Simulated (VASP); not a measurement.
# CaC2BrO6 in VASP: a series of runs

Runs on CaC2BrO6. Level: PBE. Tasks: single point.

Everything below comes from runs of VASP 6.6.1. Logs are shortened: lines on timing, memory, paths and dates and some standing lists are left out, and cuts for length are marked.

**1. The structure**

The cell holds a amorphous, 10 atoms: a = 4.935 Å, b = 5.204 Å, c = 5.410 Å, α = 85.48°, β = 92.55°, γ = 79.91°.

The cell was built by a generator and needn't be a form met in nature.

**2. Single point, PBE**

File INCAR:

```
  ALGO = Fast
  EDIFF = 1E-6
  ENCUT = 520
  GGA = PE
  ISIF = 2
  ISMEAR = -1
  LASPH = True
  LCHARG = False
  LREAL = False
  LWAVE = False
  NBANDS = 42
  NELM = 100
  PREC = Accurate
  SIGMA = 0.1
```

File KPOINTS:

```
k-points
0
Gamma
  3 3 3
```

File POSCAR:

```
CaC2BrO6
1.0
    4.9021880000      0.5292760000      0.2086120000
    0.3488770000      5.1880260000      0.2083590000
   -0.4979400000      0.2449980000      5.3810500000
Ca Br C O
1 1 2 6
Direct
    0.4447920858      0.6387246238      0.6441614572
    0.2460942192      0.3110089743      0.1152849860
    0.7370236213      0.4707582797      0.1829439057
    0.9793288220      0.7012078315      1.0411239987
    0.2171265033      0.8222233434      0.0631436564
    1.0210003341      0.3754244732      0.7170634004
    0.5776451100      0.1009647678      0.5380511945
    0.9520728209      0.6377122054      0.3188156786
    0.0889809919      0.1518349550      0.5339464078
    0.6481812691      0.9651239033      0.2983832817
```

Potentials or basis: VASP PAW PBE potentials, release 64 (Ca_sv, Br, C, O).

On the command line:

```console
cat potpaw_PBE.64/Ca_sv/POTCAR potpaw_PBE.64/Br/POTCAR potpaw_PBE.64/C/POTCAR potpaw_PBE.64/O/POTCAR > POTCAR
mpirun -np 1 vasp_std > vasp.out
```

OUTCAR:

```text
EDIFF = 1E-6
   ENCUT = 520
   GGA = PE
   ISIF = 2
   ISMEAR = -1
   LASPH = True
   LREAL = False
   NELM = 100
   PREC = Accurate

 ion  position               nearest neighbor table
   1  0.445  0.639  0.644-
   2  0.246  0.311  0.115-   4 2.21   6 2.35
   3  0.737  0.471  0.183-   8 1.67   4 1.97
   4  0.979  0.701  0.041-   5 1.43   8 1.53   3 1.97   2 2.21
   5  0.217  0.822  0.063-   4 1.43
   6  0.021  0.375  0.717-   9 1.59   2 2.35
   7  0.578  0.101  0.538-  10 1.55
   8  0.952  0.638  0.319-   4 1.53   3 1.67
   9  0.089  0.152  0.534-   6 1.59
  10  0.648  0.965  0.298-   7 1.55

  LATTYP: Found a triclinic cell.
 ALAT       =    11.9373211937
 B/A-ratio  =     0.9604073997
 C/A-ratio  =     1.4035670661
 COS(alpha) =     0.0009266119
 COS(beta)  =     0.6252344684
 COS(gamma) =     0.7787553016

  Lattice vectors:

 A1 = ( -10.1532530000,  -6.2465780000,  -0.6255830000)
 A2 = ( -10.3023160000,  -0.8135540000,   4.9638260000)
 A3 = (  -4.6040620000, -11.3953240000, -11.3874300000)

Analysis of symmetry for initial positions (statically):
=====================================================================
 Subroutine PRICEL returns:
 Original cell was already a primitive cell.

 Routine SETGRP: Setting up the symmetry group for a
 triclinic supercell.

 Subroutine GETGRP returns: Found  1 space group operations
 (whereof  1 operations were pure point group operations)
 out of a pool of  2 trial point group operations.

The static configuration has the point symmetry C_1 .

Analysis of symmetry for dynamics (positions and initial velocities):
=====================================================================
 Subroutine PRICEL returns:
 Original cell was already a primitive cell.

 Routine SETGRP: Setting up the symmetry group for a
 triclinic supercell.

 Subroutine GETGRP returns: Found  1 space group operations
 (whereof  1 operations were pure point group operations)
 out of a pool of  2 trial point group operations.

The dynamic configuration has the point symmetry C_1 .

 Subroutine INISYM returns: Found  1 space group operations
 (whereof  1 operations are pure point group operations),
 and found     1 'primitive' translations
[... 103 lines left out ...]
   NSW    =      0    number of steps for IOM
   IBRION =     -1    ionic relax: 0-MD 1-quasi-New 2-CG
   NFREE  =      0    steps in history (QN), initial steepest desc. (CG)
   ISIF   =      2    stress and relaxation
   ISYM   =      2    0-nonsym 1-usesym 2-fastsym
   POTIM  = 0.5000    time-step for ionic-motion
   TEBEG  =    0.0;   TEEND  =   0.0 temperature during run
   PSTRESS=    0.0 pullay stress
   NELECT =      61.0000    total number of electrons
   NUPDOWN=      -1.0000    fix difference up-down
   EMIN   =  10.00;   EMAX   =-10.00  energy-range for DOS
   EFERMI =   0.00;   METHOD = LEGACY
   ISMEAR =    -1;   SIGMA  =   0.10  broadening in eV -4-tet -1-fermi 0-gaus
   EFERMI_NEDOS =   21; number of points for ismear=-14 and -15
   IALGO  =     68    algorithm
   IMIX   =      4    mixing-type and parameters
     AMIX     =   0.40;   BMIX     =  1.00
     AMIX_MAG =   1.60;   BMIX_MAG =  1.00
  volume/ion in A,a.u.               =      13.61        91.85
  Fermi-wavevector in a.u.,A,eV,Ry     =   1.252811  2.367469 21.354816  1.569535
  Thomas-Fermi vector in A             =   2.386693
   LORBIT       =      0    0 simple, 1 ext, 2 COOP (PROOUT), +10 PAW based schemes
   GGA     = PE    functional components
   LHFCALC =     F    Hartree Fock is set to
   AEXX    =    0.0000 exact exchange contribution
   IVDW    =     0    specifies the selected vdW correction
   LEPSILON=     F    determine dielectric tensor
   LRPA    =     F    only Hartree local field effects (RPA)
 non-spin polarized calculation
 RMM-DIIS sequential band-by-band and
  energy-cutoff  :      520.00
  volume of cell :      136.11
 maximum number of plane-waves:      3677
 NGX is ok and might be reduce to    40
   NGX = 19   NGY = 19   NGZ = 21

 number of electron      61.0000005 magnetization

 Free energy of the ion-electron system (eV)
  ---------------------------------------------------
  ext. energy  EPLUGINS =         0.00000000
  ---------------------------------------------------
  free energy    TOTEN  =       -45.58122978 eV

  energy without entropy =      -45.39439380  energy(sigma->0) =      -45.48781179

 E-fermi :   2.0452     XC(G=0):  -9.5666

 val. band max:        2.0373091298   @ k =  -0.0000  -0.3333   0.3333
 cond. band min:       2.0477508295   @ k =  -0.0000   0.3333   0.3333
 fundamental gap:      0.0104416997
 Fermi energy:         2.0452344741

 k-point     1 :       0.0000    0.0000    0.0000
  band No.  band energies     occupation
      1     -39.0650      2.00000
      2     -20.0838      2.00000
      3     -20.0317      2.00000
      4     -19.9770      2.00000
      5     -19.7947      2.00000
      6     -18.3441      2.00000
[... 619 lines left out ...]
     41       6.9310      0.00000
     42       7.1123      0.00000

------------------------ aborting loop because EDIFF is reached ----------------------------------------

  FORCE on cell =-STRESS in cart. coord.  units (eV):
  Direction    XX          YY          ZZ          XY          YZ          ZX
  --------------------------------------------------------------------------------------
  -------------------------------------------------------------------------------------
  Total       -7.3476989     -5.2464516     -6.6889218     -5.3277648     -5.6601009     -0.4301784
  in kB      -86.4896195    -61.7558783    -78.7351673    -62.7130149    -66.6249362     -5.0636219
  external PRESSURE =     -75.6602217 kB  Pullay stress =       0.0000000 kB

 VOLUME and BASIS-vectors are now :
 -----------------------------------------------------------------------------
  energy-cutoff  :      520.00
  volume of cell :      136.11
      direct lattice vectors                 reciprocal lattice vectors
     4.902188000  0.529276000  0.208612000     0.204727588 -0.014554689  0.019607312
     0.348877000  5.188026000  0.208359000    -0.020548822  0.194565517 -0.010760027
    -0.497940000  0.244998000  5.381050000    -0.007141190 -0.006969494  0.185493840

 POSITION                                       TOTAL-FORCE (eV/Angst)
 -----------------------------------------------------------------------------------
      2.08254      3.70696      3.69214        -0.080847      0.580243     -0.199207
      1.25750      1.77202      0.73649         0.079549     -2.219360     -0.698156
      3.68617      2.87722      1.23627         3.449027      2.369646      0.528113
      5.02501      4.16630      0.57169         3.688618      1.391060      4.580692
      1.31981      4.39611      0.55639        -3.566618     -1.413570     -2.884402
     -0.12313      2.13451      3.94116         1.189507     -3.131010     -2.846432
      2.59903      0.96136      3.03682         1.200868     -2.119408     -2.662065
      4.73097      3.89049      2.04705        -2.514129     -0.912144     -2.135849
      0.22330      0.96563      2.92339        -1.096172      2.959279      2.910719
      3.36564      5.42326      1.94193        -2.349803      2.495265      3.406588
 -----------------------------------------------------------------------------------
    total drift:                               -0.000294      0.001105      0.000315

  FREE ENERGIE OF THE ION-ELECTRON SYSTEM (eV)
  ---------------------------------------------------
  free  energy   TOTEN  =       -45.5812297835 eV

  energy  without entropy=      -45.3943938026  energy(sigma->0) =      -45.48781179
```

OSZICAR:

```text
N       E                     dE             d eps       ncg     rms          rms(c)
DAV:   1     0.455298364769E+03    0.45530E+03   -0.31347E+04  1176   0.137E+03
DAV:   2    -0.915755014421E+01   -0.46446E+03   -0.43970E+03  1400   0.336E+02
DAV:   3    -0.487997542483E+02   -0.39642E+02   -0.38493E+02  1698   0.972E+01
[... 16 lines left out ...]
RMM:  20    -0.455812153806E+02   -0.13986E-04   -0.14057E-04  2132   0.307E-02    0.274E-03
RMM:  21    -0.455812232460E+02   -0.78654E-05   -0.77224E-05  2119   0.221E-02    0.177E-03
RMM:  22    -0.455812270364E+02   -0.37904E-05   -0.36558E-05  1939   0.154E-02    0.876E-04
RMM:  23    -0.455812288768E+02   -0.18405E-05   -0.18213E-05  1779   0.113E-02    0.785E-04
RMM:  24    -0.455812297835E+02   -0.90666E-06   -0.86654E-06  1630   0.871E-03
   1 F= -.45581230E+02 E0= -.45487812E+02  d E =-.186836E+00
```

Wall time 85 s (1 thread of Intel Xeon 6975P-C (Granite Rapids), shared host); peak memory 0.28 GiB.

What came out:

```
Free energy            : -45.5812 eV
Pressure               : -7.6 GPa
Largest force          : 6.043 eV/Å
Band gap on the k mesh : none (metal or under the smearing width)
```

Forces on the atoms (eV/Å):
```
Ca  -0.081  0.580 -0.199
Br   0.080 -2.219 -0.698
C    3.449  2.370  0.528
C    3.689  1.391  4.581
O   -3.567 -1.414 -2.884
O    1.190 -3.131 -2.846
O    1.201 -2.119 -2.662
O   -2.514 -0.912 -2.136
O   -1.096  2.959  2.911
O   -2.350  2.495  3.407
```

Caveat: the k mesh is coarse (spacing up to 0.43 Å⁻¹), so the values aren't converged; an odd number of electrons without spin polarisation forces a metal; a magnetic or distorted state may lie lower.

**3. Single point, PBE**

File INCAR:

```
  PREC = Accurate
  ENCUT = 520
  EDIFF = 1E-6
  ISMEAR = -1
  SIGMA = 0.1
  LREAL = False
  LASPH = True
  NELM = 100
  ALGO = Normal
  ISIF = 2
  LWAVE = False
  LCHARG = False
  GGA = PE
  NBANDS = 42
```

File KPOINTS:

```
Automatic mesh
0
Gamma
  3 3 3
```

File POSCAR:

```
CaC2BrO6
1.0
    4.9021880000      0.5292760000      0.2086120000
    0.3488770000      5.1880260000      0.2083590000
   -0.4979400000      0.2449980000      5.3810500000
Ca Br C O
1 1 2 6
Direct
    0.4469955665      0.6400681575      0.6390857546
    0.2443702380      0.3027046480      0.1101850379
    0.8042114023      0.5186392633      0.1308346313
    1.0861361708      0.6578168865      1.1581975437
    0.1801045011      0.8280464321     -0.0097813413
    1.0576355127      0.3712338633      0.7023076582
    0.5798224081      0.0761462707      0.5473272553
    0.8857339068      0.6573712984      0.3388758796
    0.0692385060      0.1652179782      0.5717293770
    0.6049386916      0.9900060272      0.3083594956
```

Potentials or basis: VASP PAW PBE potentials, release 64 (Ca_sv, Br, C, O).

On the command line:

```console
cat potpaw_PBE.64/Ca_sv/POTCAR potpaw_PBE.64/Br/POTCAR potpaw_PBE.64/C/POTCAR potpaw_PBE.64/O/POTCAR > POTCAR
mpirun -np 1 vasp_std > vasp.out
```

Wall time 66 s (1 thread of Intel Xeon 6975P-C (Granite Rapids), shared host); peak memory 0.28 GiB.

Results (log left out):

* Free energy: -49.9483 eV
* Pressure: 0.4 GPa
* Largest force: 4.541 eV/Å
* Band gap on the k mesh: none (metal or under the smearing width)

Forces on the atoms (eV/Å):
```
Ca   0.210  0.587  0.437
Br   0.776 -1.852  1.107
C    1.321  1.834  0.845
C    0.183  1.060 -4.412
O   -1.806 -1.713  2.776
O   -0.245 -0.071 -1.133
O    0.261 -1.026 -0.648
O    1.322 -1.358 -0.947
O    0.011  0.313  0.320
O   -2.033  2.228  1.655
```

Stress tensor (GPa, compression positive):
```
 0.11 -8.82  5.05
-8.82  1.09 -0.92
 5.05 -0.92 -0.13
```

Levels at points of the mesh, in eV from the Fermi level:
```
           k point  band 27  band 28  band 29  band 30  band 31  band 32  band 33  band 34  band 35  band 36
(0.00, 0.00, 0.00)    -1.67    -1.16    -0.84    -0.11     0.04     0.92     1.10     2.78     3.91     4.17
```

Caveat: the k mesh is coarse (spacing up to 0.43 Å⁻¹), so the values aren't converged; an odd number of electrons without spin polarisation forces a metal; a magnetic or distorted state may lie lower.
